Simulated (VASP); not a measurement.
These are LDA (Ceperley-Alder, Perdew-Zunger), VASP's LDA PAW potentials (set 64) (plane waves; VASP) values and carry that method's errors.

Input for VASP

### POSCAR
```
ScAl3
1.0
  4.0334884858   0.0000000000   0.0000000000
  0.0000000000   4.0334884858   0.0000000000
  0.0000000000   0.0000000000   4.0334884858
Sc Al
1 3
Cartesian
  0.0000000000   0.0000000000   0.0000000000
  2.0167442429   0.0000000000   2.0167442429
  0.0000000000   2.0167442429   2.0167442429
  2.0167442429   2.0167442429   0.0000000000
```

File KPOINTS:
```
Automatic mesh
0
Gamma
8 8 8
0 0 0
```

### INCAR
```
ALGO  =  Normal
EDIFF  =  1E-6
EDIFFG  =  -0.01
ENCUT  =  400
IBRION  =  2
ISIF  =  3
ISMEAR  =  1
LASPH  =  .True.
LCHARG  =  .False.
LMAXMIX  =  4
LREAL  =  .False.
LWAVE  =  .False.
NELM  =  100
NSW  =  60
PREC  =  Accurate
SIGMA  =  0.1
SYSTEM  =  ScAl3
```

POTCAR, in this order: Sc_sv Al (LDA.64 set). Program: vasp_std.

What will the output report for the number of irreducible k-points (NKPTS), number of bands (NBANDS), largest plane-wave count, number of space-group operations, FFT grid (NGX, NGY, NGZ)?

```yaml
number of irreducible k-points (NKPTS): 35
number of bands (NBANDS): 14
largest_plane_wave_count: 1222
number_of_space_group_operations: 48
FFT grid (NGX, NGY, NGZ): 28 × 28 × 28
```

The structure comes from a computed database's ScAl3 entry (Pm-3m); how it stands against other phases isn't given here. It was relaxed first. The start is the result of an earlier pass.
